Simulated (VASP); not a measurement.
Input:

```yaml
crystal:
  lattice:
    - [3.35493, 0.00000, 0.00000]
    - [0.00000, 3.35493, 0.00000]
    - [0.00000, 0.00000, 3.35493]
  atoms:
    - { symbol: Pd, position: [0.00000, 0.00000, 0.00000] }
    - { symbol: Sb, position: [0.50000, 0.50000, 0.50000] }
```

Calculation: PBEsol GGA, VASP's PBE PAW potentials (set 64) (plane waves; VASP 6.6.1). Numerical set-up: 400 eV cut-off, 12×12×12 Γ-centred mesh, tetrahedra with Blöchl corrections, potentials Pd Sb.

Q: The job: PdSb (relaxed from the CsCl type structure, space group Pm-3m), 2 atoms, PBEsol, static run, 400 eV, 12×12×12 Γ-centred mesh. Roughly how much core time does it take on a busy server core?

A: About 10 core-seconds (one run on a shared machine, a rough figure). It had 84 irreducible k-points, 11 bands, up to 715 plane waves and 15 electronic steps.

The structure was generated: PdSb was put into the CsCl type type (Pm-3m), which need not be its known phase. It was relaxed first, which changed the volume by -20 %.
